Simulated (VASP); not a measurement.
The system is Ti2TeS.

```
CELL_PARAMETERS angstrom
-2.86492 2.86492 2.96141
2.86492 -2.86492 2.96141
2.86492 2.86492 -2.96141
ATOMIC_POSITIONS crystal
Ti 0.50000 0.00000 0.50000
Ti 0.00000 0.50000 0.50000
Te 0.00000 0.00000 0.00000
S 0.50000 0.50000 0.00000
```

The cell was built by a generator and needn't be a form met in nature.

```yaml
Program: VASP 6.6.1
Task: relaxation of cell and atoms
Functional: PBE
Potentials_or_basis: VASP PAW PBE potentials, release 64 (Ti_sv, Te, S)
Cutoff: 520 eV
k_mesh: 4 × 4 × 4
Occupations: gaussian, width 0.15 eV
Spin: no spin polarisation
```

At the start: pressure -9.4 GPa; volume 24.31 Å³/atom.

**Question.** How do energy, volume and symmetry change on relaxing?

**Answer.** Over 17 steps the energy falls by 279.2 meV/atom and the volume is 22.79 Å³/atom (-6.2 %); space group I4/mmm (No. 139, to 0.05 Å).

Step by step:
```
step  energy change (eV)  largest force (eV/Å)  pressure (GPa)  volume (Å³)
   1              0.0000                0.0000           -9.45        97.23
   2             -0.7659                0.0000            0.16        78.24
   3             -0.7554                0.0000            5.38        77.98
   4             -0.8681                0.0000           -2.14        85.62
   5             -0.8707                0.0000           -0.79        84.34
   6             -0.9673                0.0000            0.18        85.53
   7             -1.0373                0.0000            3.89        88.52
   8             -1.0848                0.0000            1.94        87.16
   9             -1.0913                0.0000            2.29        87.54
  10             -1.1083                0.0000           -0.21        92.43
  11             -1.1122                0.0000            0.36        90.97
  12             -1.1114                0.0000            1.06        90.27
  13             -1.1120                0.0000            0.90        90.57
  14             -1.1136                0.0000            0.94        90.78
  15             -1.1139                0.0000            0.94        90.88
  16             -1.1153                0.0000           -0.35        91.37
  17             -1.1170                0.0000            0.07        91.17
```

Final structure:
```xyz
4
Lattice="-2.5856 2.5856 3.4093 2.5856 -2.5856 3.4093 2.5856 2.5856 -3.4093" Properties=species:S:1:pos:R:3 pbc="T T T"
Ti    0.0000    2.5856    0.0000
Ti    2.5856    0.0000    0.0000
Te    0.0000    0.0000    0.0000
S     0.0000    0.0000    3.4093
```

Caveat: the k mesh is coarse (spacing up to 0.39 Å⁻¹), so the values aren't converged; the relaxation stopped at a loose force limit of 0.08 eV/Å, so its end isn't a converged minimum.
